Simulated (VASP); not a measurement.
```
Y
1.0
    1.86150    -3.22421     0.00000
    1.86150     3.22421     0.00000
    0.00000     0.00000     5.84460
Y
2
Cartesian
  1.86150   1.07474   1.46115
  1.86150  -1.07474   4.38345
```

The base run (VASP): PBE GGA, plane waves, VASP's PBE PAW potentials (set 64). Run with 400 eV cut-off, 10×10×6 Γ-centred mesh, first-order Methfessel-Paxton smearing of 0.10 eV, potentials Y_sv.

One setting is varied; ΔE counts from the most expensive setting. The base run took about 20 core-seconds. Times come from single runs on busy shared machines, so they are rough: good to a factor of about 2.

Pressures at a finite cut-off, here 400 eV, hold a Pulay part, which this task's highest cut-off puts under 0.2 GPa.

| setting | cost over the base run | electronic steps | ΔE (meV/atom) | pressure (GPa) |
|---|---|---|---|---|
| KPOINTS 2×2×1 Γ-centred mesh | about 1/3 | 13 | -496.7 | -9.46 |
| KPOINTS 3×3×2 Γ-centred mesh | about 1/3 | 13 | 64.1 | -2.87 |
| KPOINTS 5×5×3 Γ-centred mesh | about 1/2 | 13 | 22.7 | -2.39 |
| KPOINTS 4×4×2 Γ-centred mesh | about 1/2 | 14 | 18.0 | -1.81 |
| KPOINTS 8×8×5 Γ-centred mesh | within a factor of 2 | 14 | 6.5 | -2.46 |
| KPOINTS 9×9×5 Γ-centred mesh | within a factor of 2 | 14 | 1.3 | -2.51 |
| base run | reference | 14 | -1.5 | -2.61 |
| KPOINTS 13×13×8 Γ-centred mesh | within a factor of 2 | 14 | 0.0 | -2.56 |

Left out are runs that failed, have no time on record or changed the cell.

The compound is Y in the hcp structure. The cell was not relaxed at this level.
